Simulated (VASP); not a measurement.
These are PBE GGA, VASP's PBE PAW potentials (set 64) (plane waves; VASP 6.6.1) values and carry that method's errors.

The input files of a VASP run:

### KPOINTS
```
Automatic mesh
0
Gamma
9 9 9
0 0 0
```

**POSCAR**
```
Li2S
1
    0.0000000000     2.8521864848     2.8521864848
    2.8521864848    -0.0000000000     2.8521864848
    2.8521864848     2.8521864848     0.0000000000
Li S
2 1
Direct
  0.2500000000   0.2500000000   0.2500000000
  0.7500000000   0.7500000000   0.7500000000
  0.0000000000   0.0000000000   0.0000000000
```

### INCAR
```
LCHARG = .TRUE.
LASPH = .TRUE.   # aspherical one-centre terms
EDIFF = 1E-7   # SCF stop (eV)
NEDOS = 601   # DOS grid
LORBIT = 11   # lm-projected
SYSTEM = Li2S
ISIF = 2
PREC = Accurate
ISMEAR = -5   # tetrahedra, Bloechl
ENCUT = 520   # plane-wave cut-off (eV)
GGA = PE   # PBE
LREAL = .FALSE.   # projection in real space or not
LWAVE = .FALSE.
ALGO = Normal   # blocked Davidson
NELM = 100   # most electronic steps
```

POTCAR, in this order: Li_sv S (PBE.64 set). Program: vasp_std.

Problem. Estimate the energy per atom (σ→0).

Solution. 
The energy per atom (σ→0) comes out as -3.999 eV/atom.

### OSZICAR
```
...
DAV:   9    -0.119954502892E+02    0.71555E-03   -0.24972E-03   920   0.294E-01    0.218E-01
DAV:  10    -0.119960627996E+02   -0.61251E-03   -0.14612E-03   764   0.239E-01    0.123E-01
DAV:  11    -0.119960573468E+02    0.54529E-05   -0.76034E-05  1040   0.673E-02    0.318E-02
DAV:  12    -0.119960642043E+02   -0.68575E-05   -0.10040E-05   786   0.238E-02    0.303E-03
DAV:  13    -0.119960639575E+02    0.24676E-06   -0.16047E-06  1130   0.904E-03    0.631E-03
DAV:  14    -0.119960636912E+02    0.26634E-06   -0.20717E-07   692   0.397E-03    0.141E-03
DAV:  15    -0.119960637872E+02   -0.96048E-07   -0.38818E-08   454   0.208E-03
   1 F= -.11996064E+02 E0= -.11996064E+02  d E =0.000000E+00
```

The compound is Li2S in the antifluorite structure. It was relaxed first.
